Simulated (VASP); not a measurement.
An input for Quantum ESPRESSO's pw.x (written as the equivalent of a VASP run, and not itself run):

```
&CONTROL
  calculation = 'scf'
  pseudo_dir = './pseudo'
  outdir = './out'
  tprnfor = .true.
  tstress = .true.
/
&SYSTEM
  ibrav = 0
  nat = 4
  ntyp = 3
  ecutwfc = 84
  occupations = 'tetrahedra'
  input_dft = 'pz'
/
&ELECTRONS
  conv_thr = 7.3e-09
  electron_maxstep = 100
/
ATOMIC_SPECIES
  Ba 137.327 Ba.upf
  Sr 87.620 Sr.upf
  O 15.999 O.upf
CELL_PARAMETERS angstrom
     1.8631758    1.0757052    6.1246405
    -1.8631758    1.0757052    6.1246405
     0.0000000   -2.1514103    6.1246405
ATOMIC_POSITIONS crystal
  Ba   0.0000000  0.0000000  0.0000000
  Sr   0.5000000  0.5000000  0.5000000
  O    0.7557940  0.7557940  0.7557940
  O    0.2442060  0.2442060  0.2442060
K_POINTS automatic
  8 8 8 0 0 0
```

Q: Write the VASP files for the same calculation (LDA).

A: One answer among several that fit: 
**INCAR**
```
ALGO = Normal
EDIFF = 1E-7
ENCUT = 520
ISIF = 2
ISMEAR = -5
LASPH = .TRUE.
LCHARG = .TRUE.
LEFG = .TRUE.
LMAXMIX = 4
LORBIT = 11
LREAL = .FALSE.
LWAVE = .FALSE.
NEDOS = 601
NELM = 100
PREC = Accurate
SYSTEM = BaSrO2
```

**POSCAR**
```
BaSrO2
1
    1.8631758149     1.0757051719     6.1246405313
   -1.8631758149     1.0757051719     6.1246405313
    0.0000000000    -2.1514103438     6.1246405313
Ba Sr O
1 1 2
Direct
  0.0000000000   0.0000000000   0.0000000000
  0.5000000000   0.5000000000   0.5000000000
  0.7557939804   0.7557939804   0.7557939804
  0.2442060196   0.2442060196   0.2442060196
```

**KPOINTS**
```
Automatic mesh
0
Gamma
8 8 8
0 0 0
```

POTCAR, in this order: Ba_sv Sr_sv O (LDA.64 set). Program: vasp_std.

The two are equivalent in intent, not identical: the potentials are each code's own (VASP's PAW set, PseudoDojo norm-conserving files in pw.x), so ENCUT and ecutwfc are chosen apart and not converted; conv_thr bounds pw.x's estimated SCF error, while EDIFF bounds the energy change between steps; the field gradients of LEFG aren't asked of the other code.

The structure comes from a computed database's BaSrO2 entry (R-3m); how it stands against other phases isn't given here. It was relaxed first, which changed the volume by -7 %.
